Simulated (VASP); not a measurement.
A run of VASP 6.6.1:

INCAR

```
PREC     = Accurate       # precision mode
ENCUT    = 900            # plane-wave cutoff, eV
EDIFF    = 1E-7           # SCF threshold, eV
ISMEAR   = 0              # smearing method
SIGMA    = 0.01           # smearing width, eV
LREAL    = False          # projectors in reciprocal space
LASPH    = True           # aspherical terms in the spheres
NELM     = 80             # most SCF steps
ALGO     = Fast           # electronic algorithm
ISIF     = 2              # what is computed and relaxed
LWAVE    = False          # write WAVECAR
LCHARG   = False          # write CHGCAR
GGA      = PE             # functional
IVDW     = 2              # dispersion correction
IBRION   = 2              # ionic algorithm
NSW      = 40             # ionic steps
EDIFFG   = -0.01          # ionic threshold
```

KPOINTS

```
Automatic mesh
0
Gamma
  1 1 1
```

File POSCAR:

```
SiH2BrCl
1.0
   12.0000000000      0.0000000000      0.0000000000
    0.0000000000     12.0000000000      0.0000000000
    0.0000000000      0.0000000000     12.0000000000
Cl Si Br H
1 1 1 2
Cartesian
    4.8980499600      5.4842000400      7.5105500400
    5.9549499600      5.9433000000      5.8260500400
    4.8126500400      7.3407000000      4.5574500000
    6.1820499600      4.7013000000      5.0619500400
    7.2133500000      6.6018999600      6.2269500000
```

Potentials or basis: VASP PAW PBE potentials, release 64 (Cl_h, Si, Br, H_h).

Command:

```console
$ cat potpaw_PBE.64/Cl_h/POTCAR potpaw_PBE.64/Si/POTCAR potpaw_PBE.64/Br/POTCAR potpaw_PBE.64/H_h/POTCAR > POTCAR
$ mpirun -np 1 vasp_gam > vasp.out
```

Hardware: 1 thread of Intel(R) Xeon(R) Platinum 8375C CPU @ 2.90GHz (Ice Lake), with other jobs on the host.

**Question.** Estimate the wall time of this run.

**Answer.** Run time: 26 min on 1 thread of Intel(R) Xeon(R) Platinum 8375C CPU @ 2.90GHz (Ice Lake), on a shared host, peak memory 2.5 GiB. Counts: scf iterations 112, k points 1, ion steps 10.
